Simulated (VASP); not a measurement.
Al2SiF2:

```xyz
5
Lattice="-1.5824 1.5824 6.5765 1.5824 -1.5824 6.5765 1.5824 1.5824 -6.5765" Properties=species:S:1:pos:R:3 pbc="T T T"
Al    0.0000    1.5824    3.2883
Al    1.5824    0.0000    3.2883
Si    0.0000    0.0000    0.0000
F     0.0000    0.0000    8.4534
F     0.0000    0.0000    4.6997
```

The cell was built by a generator and needn't be a form met in nature.

```yaml
Program: VASP 6.6.1
Task: relaxation of cell and atoms
Functional: PBE
Potentials_or_basis: VASP PAW PBE potentials, release 64 (Al, Si, F)
Cutoff: 520 eV
k_mesh: 6 × 6 × 6
Occupations: gaussian, width 0.15 eV
Spin: no spin polarisation
```

At the start: pressure 32.2 GPa; volume 13.17 Å³/atom.

Problem. How do energy, volume and symmetry change on relaxing?

Solution. Over 20 steps the energy falls by 512.1 meV/atom and the volume is 15.64 Å³/atom (+18.7 %); space group I4/mmm (No. 139, to 0.05 Å).

Step by step:
| step | energy change (eV) | largest force (eV/Å) | pressure (GPa) | volume (Å³) |
| --- | --- | --- | --- | --- |
| 1 | 0.0000 | 2.2789 | 32.16 | 65.87 |
| 2 | -2.0198 | 0.2106 | -4.91 | 94.39 |
| 3 | -2.1058 | 0.5022 | -0.22 | 88.14 |
| 4 | -2.1064 | 0.4749 | -0.52 | 88.63 |
| 5 | -2.1287 | 0.4240 | -0.49 | 88.07 |
| 6 | -2.1823 | 0.3057 | -0.03 | 86.39 |
| 7 | -2.2469 | 0.2041 | 1.41 | 83.08 |
| 8 | -2.2685 | 0.1053 | 5.49 | 76.72 |
| 9 | -2.2773 | 0.1990 | 3.84 | 79.41 |
| 10 | -2.2869 | 0.1965 | 3.67 | 79.38 |
| 11 | -2.3157 | 0.2015 | 3.45 | 79.29 |
| 12 | -2.3707 | 0.1525 | 3.35 | 79.10 |
| 13 | -2.4331 | 0.2416 | 2.66 | 78.69 |
| 14 | -2.4546 | 0.1939 | 1.84 | 79.28 |
| 15 | -2.4809 | 0.1198 | 0.68 | 80.28 |
| 16 | -2.5004 | 0.0032 | -1.54 | 82.30 |
| 17 | -2.5003 | 0.0161 | -1.28 | 82.06 |
| 18 | -2.5111 | 0.0096 | -0.96 | 81.68 |
| 19 | -2.5368 | 0.0005 | -0.34 | 80.54 |
| 20 | -2.5604 | 0.0106 | 0.40 | 78.21 |

Final structure:
```xyz
5
Lattice="-1.7985 1.7985 6.0442 1.7985 -1.7985 6.0442 1.7985 1.7985 -6.0442" Properties=species:S:1:pos:R:3 pbc="T T T"
Al    0.0000    1.7985    3.0221
Al    1.7985    0.0000    3.0221
Si    0.0000    0.0000    0.0000
F     0.0000    0.0000    7.2653
F     0.0000    0.0000    4.8231
```

Caveat: the k mesh is coarse (spacing up to 0.47 Å⁻¹), so the values aren't converged; the volume moved by over 15 % at a fixed basis, so the end points are rough.
